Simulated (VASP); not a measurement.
A run of VASP 6.6.1 is set up as follows.

File POSCAR:

```
Ta4NiO11                                
1.0
    4.7051082350      0.0000000000     -0.0236974483
    0.0000000000      5.7722513474      0.0000000000
   -2.0026562773      0.0000000000      7.2113036158
  Ta              Ni              O             
     4     1    11
Direct
     0.6067610172862857    0.5000000000000000    0.7600901908631523
     0.3932389827137145    0.5000000000000000    0.2399098091368479
     0.1617092947339768    0.0000000000000000    0.7975701474030982
     0.8382907052660230    0.0000000000000000    0.2024298525969016
     0.5000000000000000    0.0000000000000000    0.5000000000000000
     0.3340379948493862    0.7995335079282713    0.6486020328800250
     0.6659620051506135    0.7995335079282713    0.3513979671199750
     0.9031379925897092    0.2597814011110999    0.8083787825438404
     0.0968620074102910    0.2597814011110999    0.1916212174561593
     0.6659620051506135    0.2004664920717288    0.3513979671199750
     0.3340379948493862    0.2004664920717288    0.6486020328800250
     0.0968620074102910    0.7402185988889003    0.1916212174561593
     0.9031379925897091    0.7402185988889003    0.8083787825438404
     0.5000000000000000    0.5000000000000000    0.0000000000000000
     0.5000000000000000    0.0000000000000000    0.0000000000000000
     0.5000000000000000    0.5000000000000000    0.5000000000000000
```

The input INCAR.step1:

```
SYSTEM = Ta4NiO11
  PREC = Accurate
  ENCUT = 520
  EDIFF = 1E-6
  ISMEAR = -1
  SIGMA = 0.05
  LREAL = .FALSE.
  LASPH = .TRUE.
  NELM = 100
  ALGO = Normal
  ISIF = 2
  LWAVE = .FALSE.
  LCHARG = .TRUE.
  ISPIN = 2
  MAGMOM = 0 0 0 0 1 0 0 0 0 0 0 0 0 0 0 0
  LORBIT = 11
  LMAXMIX = 4
  GGA = PS
  KPAR = 4
```

Contents of KPOINTS.step1:

```
Automatic mesh
0
G
  6 5 4
  0 0 0
```

Contents of INCAR.step2:

```
SYSTEM = Ta4NiO11
  PREC = Accurate
  ENCUT = 520
  EDIFF = 1E-6
  ISMEAR = 0
  SIGMA = 0.05
  LREAL = .FALSE.
  LASPH = .TRUE.
  NELM = 100
  ALGO = Normal
  ISIF = 2
  LWAVE = .FALSE.
  LCHARG = .FALSE.
  ISPIN = 2
  MAGMOM = 0 0 0 0 1 0 0 0 0 0 0 0 0 0 0 0
  LORBIT = 11
  LMAXMIX = 4
  GGA = PS
  KPAR = 4
  ICHARG = 11
```

Contents of KPOINTS.step2:

```
path GYHCEM1AXH1,MDZ,YD
15
line-mode
reciprocal
 0.0000000000  0.0000000000  0.0000000000  G
 0.0000000000  0.0000000000  0.5000000000  Y

 0.0000000000  0.0000000000  0.5000000000  Y
-0.4474843174  0.0000000000  0.6855711242  H

-0.4474843174  0.0000000000  0.6855711242  H
-0.5000000000  0.0000000000  0.5000000000  C

-0.5000000000  0.0000000000  0.5000000000  C
-0.5000000000  0.5000000000  0.5000000000  E

-0.5000000000  0.5000000000  0.5000000000  E
-0.5525156826  0.5000000000  0.3144288758  M1

-0.5525156826  0.5000000000  0.3144288758  M1
-0.5000000000  0.5000000000  0.0000000000  A

-0.5000000000  0.5000000000  0.0000000000  A
-0.5000000000  0.0000000000  0.0000000000  X

-0.5000000000  0.0000000000  0.0000000000  X
-0.5525156826  0.0000000000  0.3144288758  H1

-0.4474843174  0.5000000000  0.6855711242  M
 0.0000000000  0.5000000000  0.5000000000  D

 0.0000000000  0.5000000000  0.5000000000  D
 0.0000000000  0.5000000000  0.0000000000  Z

 0.0000000000  0.0000000000  0.5000000000  Y
 0.0000000000  0.5000000000  0.5000000000  D
```

Potentials or basis: VASP PAW PBE potentials, release 64 (Ta_pv, Ni, O).

Launch:

```bash
$ cat potpaw_PBE.64/Ta_pv/POTCAR potpaw_PBE.64/Ni/POTCAR potpaw_PBE.64/O/POTCAR > POTCAR
$ cp INCAR.step1 INCAR
$ cp KPOINTS.step1 KPOINTS
$ mpirun -np 4 vasp_std > vasp.out
$ cp INCAR.step2 INCAR
$ cp KPOINTS.step2 KPOINTS
$ mpirun -np 4 vasp_std > vasp.out
```

Task: Predict the band gap along the path.

Result: 0.82 eV, indirect (least direct gap 0.87 eV).

Task: What does it give for the net moment?

Result: 0.00 μB per cell.

Caveat: the log is that of the step along the path at fixed density, whose energy, stress, charges and moments have no meaning; spin-orbit coupling is left out, which moves the levels of the heavy elements. Expect the measured gap to be larger: semilocal functionals such as PBEsol lack the derivative discontinuity.
